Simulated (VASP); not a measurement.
VASP ran on this input.

### INCAR
```
! general
SYSTEM =SnO
PREC   =Accurate
ENCUT  =620   ! plane-wave cut-off (eV)
LREAL  =.FALSE.   ! projection in real space or not
LASPH  =.TRUE.   ! aspherical one-centre terms

! electronic loop
EDIFF  =1E-6   ! SCF stop (eV)
NELM   =100
ALGO   =Normal   ! blocked Davidson
LMAXMIX=4

! smearing
ISMEAR =1   ! Methfessel-Paxton
SIGMA  =0.1

! functional
GGA    =PS

! ions
IBRION =2   ! conjugate gradients
NSW    =40   ! most ionic steps
ISIF   =3   ! ions, shape and volume
EDIFFG =-0.02   ! ionic stop
PSTRESS=300   ! kbar

! output
LWAVE  =.FALSE.
LCHARG =.FALSE.
```

KPOINTS:
```
Automatic
0
gamma
9 9 8
```

POSCAR:
```
SnO
1
    3.5603111639     0.0000000000     0.0000000000
    0.0000000000     3.5603111639    -0.0000000000
    0.0000000000     0.0000000000     4.0121281944
Sn O
2 2
Direct
  0.5000000000   0.0000000000   0.7087630906
  0.0000000000   0.5000000000   0.2912369094
  0.5000000000   0.5000000000   0.0000000000
  0.0000000000   0.0000000000   0.0000000000
```

POTCAR, in this order: Sn_d O (PBE.64 set). Program: vasp_std.

Task: Translate this PBEsol calculation to Ansatz.

Result: One equivalent input (not run):
Ansatz 0.2 input:
```yaml
crystal:
  lattice:
    - [3.5603112, 0.0000000, 0.0000000]
    - [0.0000000, 3.5603112, 0.0000000]
    - [0.0000000, 0.0000000, 4.0121282]
  atoms:
    - { symbol: Sn, position: [0.5000000, 0.0000000, 0.7087631] }
    - { symbol: Sn, position: [0.0000000, 0.5000000, 0.2912369] }
    - { symbol: O, position: [0.5000000, 0.5000000, 0.0000000] }
    - { symbol: O, position: [0.0000000, 0.0000000, 0.0000000] }
kpoints:
  mp_grid: { grid: [9, 9, 8] }
hamiltonian:
  xc: pbesol
  pseudopotentials: { kind: paw }
scf:
  occupations: { method: methfessel_paxton, width: 0.1 }
  max_iter: 100
relax:
  max_steps: 40
  f_tol: 0.02
  cell: { p_target: 30 }
output: { forces: true, stress: true, eigenvalues: true }
```
Limits of the translation: each code has its own PAW files, so the cut-off isn't converted (ENCUT is set for VASP's; basis.ecutwfc is left out, and Ansatz then takes the one that its files recommend); Ansatz stops its SCF on the density residual and VASP on the energy change (EDIFF).

The compound is SnO in the litharge structure. It was relaxed first under an external pressure of 30 GPa.
